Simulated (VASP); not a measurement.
Here is the system:

```
CELL_PARAMETERS angstrom
      4.29000     0.00000     0.00000
      0.00000     4.29000     0.00000
      0.00000     0.00000     4.29000
ATOMIC_POSITIONS crystal
  Cs 0.00000 0.00000 0.00000
  Br 0.50000 0.50000 0.50000
```

Computed with optB86b-vdW, VASP's PBE PAW potentials (set 64) (plane waves; VASP 6.6.1). Run with 520 eV cut-off, 6×6×6 Γ-centred mesh, Gaussian smearing of 0.050 eV, potentials Cs_sv Br.

Q: The ions, cell shape and volume are relaxed. Which structure does the run end with?

A: 
```
CELL_PARAMETERS angstrom
      4.27043     0.00000     0.00000
      0.00000     4.27043     0.00000
      0.00000     0.00000     4.27043
ATOMIC_POSITIONS crystal
  Cs 0.00000 0.00000 0.00000
  Br 0.50000 0.50000 0.50000
```
Space group Pm-3m (221), at a tolerance of 0.03 Å.

Q: How do energy and volume change from the first to the last step?

A: The energy (σ→0) changes by -0.5 meV/atom and the volume by -1.4 %, in 3 ionic steps.

The compound is CsBr in the CsCl type structure. This run relaxes it. Symmetry was kept, so distortions that lower it aren't found.
